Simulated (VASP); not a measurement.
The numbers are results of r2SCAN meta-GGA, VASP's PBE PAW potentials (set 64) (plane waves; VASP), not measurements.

Input for VASP

**POSCAR**
```
GdN
1
    0.0000000000     2.4822767095     2.4822767095
    2.4822767095     0.0000000000     2.4822767095
    2.4822767095     2.4822767095     0.0000000000
Gd N
1 1
Direct
  0.0201427987  -0.0201427987   0.0201427987
  0.5000000000   0.5000000000   0.5000000000
```

**INCAR**
```
# general
SYSTEM  = GdN
PREC    = Accurate
ENCUT   = 600
LREAL   = .False.   # projection in real space or not
LASPH   = .True.

# electronic loop
EDIFF   = 1E-7
NELM    = 100   # most electronic steps
ALGO    = Normal
LMAXMIX = 6
LMIXTAU = .True.

# smearing
ISMEAR  = 0   # Gaussian
SIGMA   = 0.05   # width (eV)

# functional
METAGGA = R2SCAN

# ions
ISIF    = 2

# output
LWAVE   = .False.
LCHARG  = .False.
```

**KPOINTS**
```
Automatic mesh
0
G
 8 8 8
0 0 0
```

POTCAR, in this order: Gd_3 N (PBE.64 set). Program: vasp_std.

Output

**OSZICAR**
```
       N       E                     dE             d eps       ncg     rms          rms(c)
DAV:   1     0.209358660379E+02    0.20936E+02   -0.76762E+03  1306   0.137E+03
DAV:   2    -0.447236509505E+02   -0.65660E+02   -0.59636E+02  1629   0.261E+02
DAV:   3    -0.487456064108E+02   -0.40220E+01   -0.39584E+01  1713   0.514E+01
DAV:   4    -0.488121930656E+02   -0.66587E-01   -0.66421E-01  1725   0.611E+00
DAV:   5    -0.488132463173E+02   -0.10533E-02   -0.10531E-02  1651   0.612E-01    0.302E+01
DAV:   6    -0.432413031626E+02    0.55719E+01   -0.14465E+01  1624   0.270E+01    0.238E+01
DAV:   7    -0.435125632842E+02   -0.27126E+00   -0.74868E-01  1484   0.861E+00    0.152E+01
DAV:   8    -0.436077243362E+02   -0.95161E-01   -0.50511E-01  1403   0.907E+00    0.255E+00
DAV:   9    -0.435732484504E+02    0.34476E-01   -0.27100E-01  1328   0.765E+00    0.178E+00
DAV:  10    -0.435878062418E+02   -0.14558E-01   -0.57696E-02  1699   0.177E+00    0.308E-01
DAV:  11    -0.435769707947E+02    0.10835E-01   -0.46597E-03  1457   0.876E-01    0.728E-02
DAV:  12    -0.435871125454E+02   -0.10142E-01   -0.44669E-03  1427   0.786E-01    0.121E-01
DAV:  13    -0.435874067783E+02   -0.29423E-03   -0.76884E-04  1555   0.289E-01    0.185E-02
DAV:  14    -0.435873918541E+02    0.14924E-04   -0.62439E-05  1457   0.104E-01    0.248E-02
DAV:  15    -0.435874652368E+02   -0.73383E-04   -0.26474E-05  1424   0.702E-02    0.132E-02
DAV:  16    -0.435874311406E+02    0.34096E-04   -0.55904E-05  1559   0.511E-02    0.717E-03
DAV:  17    -0.435874447950E+02   -0.13654E-04   -0.37123E-06  1509   0.194E-02    0.382E-03
DAV:  18    -0.435874419663E+02    0.28287E-05   -0.13970E-06  1590   0.103E-02    0.345E-03
DAV:  19    -0.435874474786E+02   -0.55123E-05   -0.10144E-07   900   0.469E-03    0.455E-04
DAV:  20    -0.435874462346E+02    0.12440E-05   -0.20436E-08   763   0.184E-03    0.115E-03
DAV:  21    -0.435874465529E+02   -0.31824E-06   -0.13205E-08   727   0.139E-03    0.541E-04
DAV:  22    -0.435874465904E+02   -0.37496E-07   -0.35741E-09   730   0.476E-04
   1 F= -.43587447E+02 E0= -.43587447E+02  d E =-.268855E-10
```

File OUTCAR:
```
------------------------ aborting loop because EDIFF is reached ----------------------------------------
  FORCE on cell =-STRESS in cart. coord.  units (eV):
  Direction    XX          YY          ZZ          XY          YZ          ZX
  --------------------------------------------------------------------------------------
  Total       -0.0795206      0.3194493     -0.0795206      0.0000000      0.0000000     -0.0000000
  in kB       -4.1649500     16.7313866     -4.1649500      0.0000000      0.0000000     -0.0000000
  external PRESSURE =       2.8004955 kB  Pullay stress =       0.0000000 kB
  volume of cell :       30.59
      direct lattice vectors                 reciprocal lattice vectors
     0.000000000  2.482276709  2.482276709    -0.201427987  0.201427987  0.201427987
     2.482276709  0.000000000  2.482276709     0.201427987 -0.201427987  0.201427987
     2.482276709  2.482276709  0.000000000     0.201427987  0.201427987 -0.201427987
 POSITION                                       TOTAL-FORCE (eV/Angst)
 -----------------------------------------------------------------------------------
      2.48228      0.10000      2.48228         0.000000     -0.132372      0.000000
      2.48228      2.48228      2.48228         0.000000      0.132372      0.000000
 -----------------------------------------------------------------------------------
    total drift:                                0.000000     -0.000380      0.000000
  FREE ENERGIE OF THE ION-ELECTRON SYSTEM (eV)
  ---------------------------------------------------
  free  energy   TOTEN  =       -43.5874465904 eV

  energy  without entropy=      -43.5874465903  energy(sigma->0) =      -43.58744659
```
(Selected blocks of OUTCAR.)

The 4f electrons are frozen in the core of the lanthanide potential, so 4f levels, which can set the real gap, and their magnetism are missing.

The compound is GdN in the rock salt structure. This cell was strained or had an atom moved on purpose.
